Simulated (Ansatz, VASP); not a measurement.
## Cross-check of Os between VASP and Ansatz

Wanted: the spread between two codes on one cell, functional and k mesh. The structure shown is the end of the Ansatz relaxation below.

Method: plane waves, with VASP 6.6.1 beside it; single point at PBEsol, in Ansatz 0.2.0.

## 1. Set-up

The structure is hexagonal, space group P6_3/mmc (No. 194). Conventional cell: a = 2.717 Å, b = 2.717 Å, c = 4.298 Å, α = 90.00°, β = 90.00°, γ = 120.00°. Os has 12 Os at 2.66 to 2.72 Å nearest.

## 2. Ansatz: relaxation, PBEsol

Ansatz runs on its PAW soft_1 files.

This run makes the geometry at which the two programs are then compared.

Contents of input.yaml:

```yaml
crystal:
  lattice:
    - [2.7273603155, 0.0, 0.0]
    - [-1.3636801578, 2.3619633185, 0.0]
    - [0.0, 0.0, 4.3126533552]
  atoms:
    - { symbol: Os, position: [0.3333333333, 0.6666666667, 0.75] }
    - { symbol: Os, position: [0.6666666667, 0.3333333333, 0.25] }
kpoints:
  mp_grid: { grid: [18, 18, 10] }
scf:
  occupations: { method: fermi_dirac, width: 0.05 }
hamiltonian:
  xc: pbesol
  pseudopotentials: { kind: paw, azcp: { folder: soft_1 }, xc_functional: pbe }
basis:
  ecutwfc: 600
output:
  forces: true
  stress: true
relax:
  f_tol: 0.005
  max_steps: 70
  cell: { stress_tol: 0.02, p_target: 5 }
```

Run with:

```bash
> ansatz run input.yaml --threads 4 --pin off --max-ram 10240MiB --backend cpu --events-out ev --progress --plain --runs-dir out
```

Numbers of over 12 decimals in the logs are rounded to 6 here.

The program printed:

```text
Engine: ansatz 0.2.0, aarch64-unknown-linux-gnu
Pseudopotentials: kind: paw
Pseudopotential: Os, paw, valence charge 16, recommended cutoff 420 eV (normal), soft_1/Os.paw.azcp
Functional definition: PBEsol
  exchange = pbesol_x
  correlation = pbesol_c
Crystal: 2 atoms, lattice volume = 27.782 Å³
Basis set: ecut = 600 eV, 965 PW (Γ), exchange–correlation on 48×48×72 points (8 copies of the dense FFT grid, shifted against one another)
Bands: 20, of which v1, the nominal top of the filled ones, is band 16 counted from 1 (15 counted from 0)
Symmetry: 24 space group operations
Space group: P63/mmc (ITA 194), of the structure as read, at distance tolerance 3.0e-5 Å
k-points: 222 of 3240
Non-local potential: Os, projectors of the file, l = 0: 3, l = 1: 2, l = 2: 2, l = 3: 1
PAW form: soft (Blöchl's): semilocal exchange-correlation on the pseudo side does not see the compensation charge
PAW frozen core: Os, regenerated for the run's functional, and the local potential with it (the file was generated under x = pbe(κ = 0.804, μ = 0.219515), c = pbe(β = 0.066725))
PAW one-centre angular grid: Os, 590 points (default); XC on 64 Gauss nodes
Initial density: superposition of atomic densities (chi_scale 0.1, normalization cell)
Initial wavefunctions: pseudopotential atomic-orbital guess
Functional: x = pbesol(κ = 0.804, μ = 0.123457), c = pbesol(β = 0.046)
SCF iter   1: F=—  HF=-22505.021831 eV  |F-HF|=—  |Δ(HF+E_count)|=         —  Δρ=6.34e-2  dr2=9.54e-1  ethr=3.10e-3  ⟨swp⟩=5.5  Hψ=18118  notcnv=0
preconditioner: auto → none  [metal: Δε(μ)=0.014 eV  Ē_g=7.160 eV  σ=0.050 eV  W_gap=0.07  n_scr=8 (ndim 8)  ℏωp=28.2 eV  f_vac=0.000  D(μ)=1.46/eV (n_scr^D=22)  sad-step TF]
SCF iter   2: F=—  HF=-22504.766068 eV  |F-HF|=—  |Δ(HF+E_count)|=   2.56e-1  Δρ=3.62e-2  dr2=2.97e-1  ethr=2.98e-3  ⟨swp⟩=2.0  Hψ=7014  notcnv=0  defer=22
SCF iter   3: F=—  HF=-22504.663676 eV  |F-HF|=—  |Δ(HF+E_count)|=   1.02e-1  Δρ=1.83e-3  dr2=3.48e-4  ethr=9.27e-4  ⟨swp⟩=2.0  Hψ=7029  notcnv=0  defer=22
SCF iter   4: F=—  HF=-22504.663606 eV  |F-HF|=—  |Δ(HF+E_count)|=   7.03e-5  Δρ=2.54e-4  dr2=1.14e-5  ethr=1.09e-6  ⟨swp⟩=2.0  Hψ=7929  notcnv=0  defer=22
SCF iter   5: F=—  HF=-22504.663616 eV  |F-HF|=—  |Δ(HF+E_count)|=   1.01e-5  Δρ=5.47e-5  dr2=3.04e-7  ethr=3.55e-8  ⟨swp⟩=2.5  Hψ=7281  notcnv=0  defer=22
SCF iter   6: F=-22504.663616 eV  HF=-22504.663616 eV  |F-HF|=1.69e-8  |Δ(HF+E_count)|=   1.22e-7  Δρ=1.30e-5  dr2=3.15e-8  ethr=3.13e-10  ⟨swp⟩=4.1  Hψ=16130  notcnv=0
SCF 1 converged in 6 iterations: F = -22504.663616 eV  dr2 = 3.15e-8
  greatest PAW one-centre occupation: 1.000 electrons in one spin orbital (limit 2), on the Os atom at site 1 (counted from 0), in its partial waves of l = 0
relax step   1: F+E_penalty+E_count = -22504.66361612 eV  Δ(F+E_penalty+E_count) = +0.000e0 eV  max|allowed force component| = 1.758e-16 eV/Å  Δτ_max = 0.0000 Å  P = -0.000 GPa  Ω = 27.782 Å³  (6 SCF iters, dr2 threshold 1.00e-7 eV, accepted)
[...]
relax step   2: F+E_penalty+E_count = -22504.61436284 eV  Δ(F+E_penalty+E_count) = +4.925e-2 eV  max|allowed force component| = 1.388e-16 eV/Å  Δτ_max = 0.0000 Å  P = +16.753 GPa  Ω = 26.808 Å³  energy of the carried Pulay correction = +7.636e-5 eV  (6 SCF iters, dr2 threshold 2.00e-7 eV, rejected (line search))
[...]
relax step   3: F+E_penalty+E_count = -22504.65925306 eV  Δ(F+E_penalty+E_count) = +4.363e-3 eV  max|allowed force component| = 1.480e-16 eV/Å  Δτ_max = 0.0000 Å  P = +4.771 GPa  Ω = 27.484 Å³  energy of the carried Pulay correction = +2.304e-5 eV  (6 SCF iters, accepted)
[...]
relax step   4: F+E_penalty+E_count = -22504.65882363 eV  Δ(F+E_penalty+E_count) = +4.294e-4 eV  max|allowed force component| = 4.163e-17 eV/Å  Δτ_max = 0.0000 Å  P = +5.005 GPa  Ω = 27.470 Å³  energy of the carried Pulay correction = +2.414e-5 eV  (6 SCF iters, dr2 threshold 1.32e-7 eV, accepted)
[...]
relax step   5: F+E_penalty+E_count = -22504.65879955 eV  Δ(F+E_penalty+E_count) = +2.408e-5 eV  max|allowed force component| = 1.388e-16 eV/Å  Δτ_max = 0.0000 Å  P = +5.004 GPa  Ω = 27.470 Å³  stress off target by 4.78e-3 GPa  SCF on the basis re-selected at this cell (its energy is not comparable with the rows above)  (8 SCF iters)
basis re-selected at this cell: Δ(F+E_penalty+E_count) = +2.408e-5 eV, ΔP = -0.000 GPa vs the last step (what re-selecting the basis moved, of the pressure what is left beyond the Pulay correction that the steps carried, after the strain that the cell walked since its last selection, with what the two solves' SCF thresholds leave and, on support functions, any second-order correction that the steps lacked; it is no m [...]
SCF converged after 8 iterations
Free energy (F): -22504.658800 eV
Harris-Foulkes:  -22504.658800 eV  (|F-HF|=7.28e-12)
Internal energy: -22504.647382 eV  (E = F + TS)
E sigma→0 (E₀):  -22504.653091 eV
Entropy (-TS):   -0.011418 eV (-5.709 meV/atom)
Fermi energy:    26.407122 eV
--- Per-component energies (eV) ---
  E_band       = -119.181177
  E_kinetic    = 986.500305
  E_local      = -1791.318060  (includes V_loc(G=0)·N_el)
  E_nonlocal   = 398.270202
  E_hartree    = 642.482972
  E_xc         = -466.293431
  E_vxc        = -493.419307  (∫ρ·V_xc dr)
  E_paw        = -17829.776235  (= ΣΔE_a)
  E_vpaw       = -504.180500  (= ΣTr[D̂ρ^β])
  E_aug_tail   = 0.000240  (compensation charges beyond the density's cutoff)
  E_ewald      = -4445.009370
  E_core_change = 0.495995  (= ΣΔE_core)
  E_smearing   = -0.011418  (= −TS)
  E_closure    = 0.000000  (closes the sum)
  Σ components = -22504.658800   (vs F -22504.658800, Δ=0.00e0)
--- Forces (eV/Å), atoms counted from 1 ---
  atom   1  Os     0.00000000     0.00000000     0.00000000
  atom   2  Os    -0.00000000    -0.00000000     0.00000000
  max |Σ_I F_I| component: 1.85e-17 eV/Å
--- Stress (GPa, compression-positive) ---
        5.004333       0.000000       0.000000
        0.000000       5.004333       0.000000
        0.000000       0.000000       5.004785
  P = ⅓ Tr σ = 5.0045 GPa (50.045 kbar)
--- Relaxed structure (4 steps of the walk, 3 accepted, 1 SCFs on fresh bases) ---
  F+E_penalty+E_count = -22504.65879955 eV   max|allowed force component| = 1.388e-16 eV/Å   (the final SCF, on the basis selected at the relaxed cell)
  cell:  # Å, volume = 27.4701 Å³
    - [2.716609, 2.8753674300455036e-11, 0.0]
    - [-1.358305, 2.352653, 0.0]
    - [0.0, 0.0, 4.298082]
  atoms:
    - { symbol: Os, position: [0.333333, 0.666667, 0.75] }
    - { symbol: Os, position: [0.666667, 0.333333, 0.25] }
```

## 3. VASP: single point, PBEsol, pair 1

The same cell, functional, mesh and smearing now go to VASP, with its own data sets.

Lines of VASP's logs that name or quote its potential files are left out, and so is its time.

Contents of INCAR:

```
SYSTEM = Os
PREC = Accurate
ENCUT = 600
EDIFF = 1E-06
NELM = 120
ISMEAR = -1
SIGMA = 0.05
LREAL = .FALSE.
ALGO = Normal
GGA = PS
NBANDS = 14
LASPH = .TRUE.
LORBIT = 11
LWAVE = .FALSE.
LCHARG = .FALSE.
ISIF = 2
GGA_COMPAT = .FALSE.
KPAR = 2
```

Contents of POSCAR:

```
Os
1.0
    2.7166092160      0.0000000000      0.0000000000
   -1.3583046080      2.3526525932      0.0000000000
    0.0000000000      0.0000000000      4.2980818932
Os
2
Direct
    0.3333333334      0.6666666668      0.7500000000
    0.6666666668      0.3333333334      0.2500000000
```

Contents of KPOINTS:

```
Automatic mesh
0
Gamma
18 18 10
0 0 0
```

Potentials, in the order of the species: Os (PBE family, release 64).

Run with:

```bash
> mpirun -np 2 vasp_std
```

The program printed:

```text
[banner, memory and clock lines left out]
running    2 mpi-ranks, on    1 nodes
 distrk:  each k-point on    1 cores,    2 groups
 distr:  one band on    1 cores,    1 groups

 POSCAR found type information on POSCAR Os
 POSCAR found :  1 types and       2 ions
|                                                                             |
|               ----> ADVICE to this user running VASP <----                  |
|                                                                             |
|     You enforced a specific xc type in the INCAR file but a different       |
|     [... a line on the potential file left out ...]
|     I HOPE YOU KNOW WHAT YOU ARE DOING!                                     |
|                                                                             |

 LDA part: xc-table for (Slater+PW92), standard interpolation
 POSCAR, INCAR and KPOINTS ok, starting setup
 FFT: planning ... GRIDC
 FFT: planning ... GRID_SOFT
 FFT: planning ... GRID
 WAVECAR not read
 entering main loop
       N       E                     dE             d eps       ncg     rms          rms(c)
DAV:   1     0.117746532347E+03    0.11775E+03   -0.82644E+03  6216   0.124E+03
DAV:   2    -0.196228249722E+02   -0.13737E+03   -0.12132E+03  6360   0.370E+02
DAV:   3    -0.259314140664E+02   -0.63086E+01   -0.59738E+01  8096   0.695E+01
DAV:   4    -0.260037730141E+02   -0.72359E-01   -0.71993E-01  6852   0.766E+00
DAV:   5    -0.260042072272E+02   -0.43421E-03   -0.43413E-03  8086   0.526E-01    0.251E+01
DAV:   6    -0.248387939194E+02    0.11654E+01   -0.10484E+00  7716   0.900E+00    0.114E+01
DAV:   7    -0.244918076821E+02    0.34699E+00   -0.72003E-01  7856   0.736E+00    0.567E-01
DAV:   8    -0.244852882173E+02    0.65195E-02   -0.69432E-03  6384   0.670E-01    0.350E-01
DAV:   9    -0.244824754888E+02    0.28127E-02   -0.17293E-03  7278   0.461E-01    0.530E-02
DAV:  10    -0.244824979047E+02   -0.22416E-04   -0.62873E-05  7878   0.732E-02    0.959E-03
DAV:  11    -0.244824751597E+02    0.22745E-04   -0.52461E-06  6900   0.257E-02    0.123E-03
DAV:  12    -0.244824745497E+02    0.60997E-06   -0.10987E-07  3936   0.346E-03
   1 F= -.24482475E+02 E0= -.24476775E+02  d E =-.113993E-01
```

Parts of OUTCAR (step 3):

```text
ion  position               nearest neighbor table
   1  0.333  0.667  0.750-   2 2.66   2 2.66   2 2.66   2 2.66   2 2.66   2 2.66
   2  0.667  0.333  0.250-   1 2.66   1 2.66   1 2.66   1 2.66   1 2.66   1 2.66

  LATTYP: Found a hexagonal cell.
 ALAT       =     2.7166092160
 C/A-ratio  =     1.5821494928

 Subroutine GETGRP returns: Found 24 space group operations
 (whereof 12 operations were pure point group operations)

The static configuration has the point symmetry D_3d.
 The point group associated with its full space group is D_6h.

 Found    222 irreducible k-points:

   k-points           NKPTS =    222   k-points in BZ     NKDIM =    222   number of bands    NBANDS=     14

   dimension x,y,z NGX =    24 NGY =   24 NGZ =   36
   dimension x,y,z NGXF=    48 NGYF=   48 NGZF=   72

   ENCUT  =  600.0 eV  44.10 Ry    6.64 a.u.   5.43  5.43  8.58*2*pi/ulx,y,z

   NELECT =      16.0000    total number of electrons

 k-points in reciprocal lattice and weights: Automatic mesh
   0.00000000  0.00000000  0.00000000       0.000
   0.05555556 -0.00000000  0.00000000       0.002
   0.11111111 -0.00000000  0.00000000       0.002
   0.16666667  0.00000000  0.00000000       0.002
   0.22222222  0.00000000  0.00000000       0.002
   0.27777778  0.00000000  0.00000000       0.002
   0.33333333  0.00000000  0.00000000       0.002
   0.38888889  0.00000000  0.00000000       0.002
   0.44444444  0.00000000  0.00000000       0.002
[...]
0.33333333  0.27777778  0.50000000       0.004
   0.33333333  0.33333333  0.50000000       0.001

 average (electrostatic) potential at core
       1 -42.8235       2 -42.8235

 E-fermi :   9.5883

 k-point     1 :       0.0000    0.0000    0.0000
  band No.  band energies     occupation
    ...
      6       7.3020      2.00000
      7       7.3020      2.00000
      8       7.9954      2.00000
      9       7.9954      2.00000
     10       9.5700      1.18184
     11      11.3300      0.00000
     12      11.3300      0.00000
     13      18.8335      0.00000
     14      23.6220      0.00000

 k-point     2 :       0.0556   -0.0000    0.0000
  band No.  band energies     occupation
    ...
      6       7.2226      2.00000
      7       7.4084      2.00000
      8       7.8374      2.00000
      9       7.9014      2.00000
     10       8.9648      1.99999
     11      11.3961      0.00000
     12      12.1238      0.00000
     13      18.8259      0.00000
     14      23.8930      0.00000

 k-point     3 :       0.1111   -0.0000    0.0000
  band No.  band energies     occupation
    ...
      6       7.2017      2.00000
      7       7.3511      2.00000
      8       7.6527      2.00000
      9       7.7228      2.00000
     10       8.3245      2.00000
     11      11.5637      0.00000
     12      13.5004      0.00000
     13      18.7812      0.00000
     14      24.6345      0.00000

  Total        1.0035992      1.0035992      0.9889762      0.0000000     -0.0000000      0.0000000
  in kB       58.5344077     58.5344077     57.6815286      0.0000000     -0.0000000      0.0000000
  external PRESSURE =      58.2501146 kB  Pullay stress =       0.0000000 kB

  energy-cutoff  :      600.00
  volume of cell :       27.47
      direct lattice vectors                 reciprocal lattice vectors
     2.716609216  0.000000000  0.000000000     0.368105944  0.212526066  0.000000000
    -1.358304608  2.352652593  0.000000000     0.000000000  0.425052132  0.000000000
     0.000000000  0.000000000  4.298081893     0.000000000  0.000000000  0.232661923

 POSITION                                       TOTAL-FORCE (eV/Angst)
 -----------------------------------------------------------------------------------
      0.00000      1.56844      3.22356        -0.000000      0.000000      0.000000
      1.35830      0.78422      1.07452         0.000000     -0.000000      0.000000
 -----------------------------------------------------------------------------------
    total drift:                               -0.000000     -0.000000      0.000000

  FREE ENERGIE OF THE ION-ELECTRON SYSTEM (eV)
  ---------------------------------------------------
  free  energy   TOTEN  =       -24.4824745497 eV

  energy  without entropy=      -24.4710752287  energy(sigma->0) =      -24.47677489

 total charge
# of ion       s       p       d       tot
------------------------------------------
    1        0.672   0.816   6.058   7.546
    2        0.672   0.816   6.058   7.546
--------------------------------------------------
tot          1.345   1.631  12.116  15.092

[... 3 further parts left out ...]
```

The run ends at a pressure of 5.83 GPa.

## 4. Side by side

Known differences besides the potentials themselves: the data sets hold 32 valence electrons in Ansatz (on its PAW soft_1 files) and 16 in VASP; Ansatz makes its cores anew for this functional, VASP keeps those of its PBE data sets; Ansatz's pressure holds a Pulay correction, VASP's none. Total energies have different zeros and are not compared.

Both answers:

| quantity | Ansatz | VASP | difference |
| --- | --- | --- | --- |
| pressure (GPa) | 5.00 | 5.83 | -0.82 |

## 5. Ansatz: relaxation, PBEsol

This run makes the geometry at which the two programs are then compared. The cell compared in this pair holds 28.05 Å³, against 27.47 Å³ for the pair before.

The structure compared here is the end of the Ansatz relaxation.

Edit input.yaml of step 2 so:

```diff
@@ -23,2 +23,2 @@
   max_steps: 70
-  cell: { stress_tol: 0.02, p_target: 5 }
+  cell: { stress_tol: 0.02, p_target: -4 }
```

Run with:

```bash
> ansatz run input.yaml --threads 4 --pin off --max-ram 10240MiB --backend cpu --events-out ev --progress --plain --runs-dir out
```

The program printed:

```text
[...]
Crystal: 2 atoms, lattice volume = 27.782 Å³
Basis set: ecut = 600 eV, 965 PW (Γ), exchange–correlation on 48×48×72 points (8 copies of the dense FFT grid, shifted against one another)
Bands: 20, of which v1, the nominal top of the filled ones, is band 16 counted from 1 (15 counted from 0)
Symmetry: 24 space group operations
[...]
k-points: 222 of 3240
[...]
0.000000       0.000000      -3.999394
  P = ⅓ Tr σ = -4.0022 GPa (-40.022 kbar)
--- Relaxed structure (4 steps of the walk, 3 accepted, 1 SCFs on fresh bases) ---
[...]
cell:  # Å, volume = 28.0465 Å³
    - [2.736452, 2.8963698637971815e-11, 0.0]
    - [-1.368226, 2.369837, 0.0]
    - [0.0, 0.0, 4.324865]
  atoms:
    - { symbol: Os, position: [0.333333, 0.666667, 0.750000] }
    - { symbol: Os, position: [0.666667, 0.333333, 0.250000] }
[key lines of the parts left out:]
SCF converged after 8 iterations
Free energy (F): -22504.660280 eV
Fermi energy:    25.757683 eV
```

## 6. VASP: single point, PBEsol, pair 2

The same cell, functional, mesh and smearing now go to VASP, with its own data sets.

INCAR is that of step 3.

Contents of POSCAR:

```
Os
1.0
    2.7364519084      0.0000000000      0.0000000000
   -1.3682259542      2.3698368689      0.0000000000
    0.0000000000      0.0000000000      4.3248649932
Os
2
Direct
    0.3333333334      0.6666666668      0.7500000000
    0.6666666668      0.3333333334      0.2500000000
```

KPOINTS is that of step 3.

Run with:

```bash
> mpirun -np 2 vasp_std
```

The program printed:

```text
[banner, memory and clock lines left out]
running    2 mpi-ranks, on    1 nodes
[...]
[... a notice as in an earlier step ...]

 LDA part: xc-table for (Slater+PW92), standard interpolation
 POSCAR, INCAR and KPOINTS ok, starting setup
[...]
entering main loop
       N       E                     dE             d eps       ncg     rms          rms(c)
DAV:   1     0.116659951505E+03    0.11666E+03   -0.81456E+03  6216   0.123E+03
DAV:   2    -0.195511046794E+02   -0.13621E+03   -0.12035E+03  6342   0.369E+02
DAV:   3    -0.259682457840E+02   -0.64171E+01   -0.60782E+01  8198   0.694E+01
DAV:   4    -0.260433819087E+02   -0.75136E-01   -0.74595E-01  6744   0.773E+00
[...]
DAV:  10    -0.244865231250E+02   -0.24164E-04   -0.64375E-05  7848   0.753E-02    0.108E-02
DAV:  11    -0.244864994634E+02    0.23662E-04   -0.54417E-06  6972   0.254E-02    0.132E-03
DAV:  12    -0.244864989003E+02    0.56303E-06   -0.11600E-07  3822   0.364E-03
   1 F= -.24486499E+02 E0= -.24480620E+02  d E =-.117569E-01
```

From OUTCAR (step 6):

```text
  Total       -0.6011431     -0.6011431     -0.6153006     -0.0000000      0.0000000      0.0000000
  in kB      -34.3407360    -34.3407360    -35.1494956     -0.0000000      0.0000000      0.0000000
  external PRESSURE =     -34.6103225 kB  Pullay stress =       0.0000000 kB

 POSITION                                       TOTAL-FORCE (eV/Angst)
 -----------------------------------------------------------------------------------
      0.00000      1.57989      3.24365        -0.000000     -0.000000      0.000000
      1.36823      0.78995      1.08122         0.000000      0.000000      0.000000
 -----------------------------------------------------------------------------------
    total drift:                               -0.000000     -0.000000      0.000000

  FREE ENERGIE OF THE ION-ELECTRON SYSTEM (eV)
  ---------------------------------------------------
  free  energy   TOTEN  =       -24.4864989003 eV

  energy  without entropy=      -24.4747420217  energy(sigma->0) =      -24.48062046

[... 1 part as in an earlier step ...]

[... 2 further parts left out ...]
[key lines of the parts left out:]
E-fermi :   9.2697
```

The run ends at a pressure of -3.46 GPa.

## 7. Side by side

What differs besides the data sets and the points named for the pairs above, as far as they apply: the data sets hold 32 valence electrons in Ansatz (on its PAW soft_1 files) and 16 in VASP. Total energies have different zeros and are not compared.

Both answers:

| quantity | Ansatz | VASP | difference |
| --- | --- | --- | --- |
| pressure (GPa) | -4.00 | -3.46 | -0.54 |

(Continued in part 2 of 2.)

[Lines on the potential files, build, host, timing and source positions are cut from VASP's logs without a mark.]

[Logs are printed without paths, hosts, clocks, repeated set-up lines and the standing remarks that a program may print on its own settings, such as how far it seeks lower states.]

[Hosts, paths, dates, database ids (printed as entryN), source tags and the programs' standing remarks are cut or masked in the printed files.]
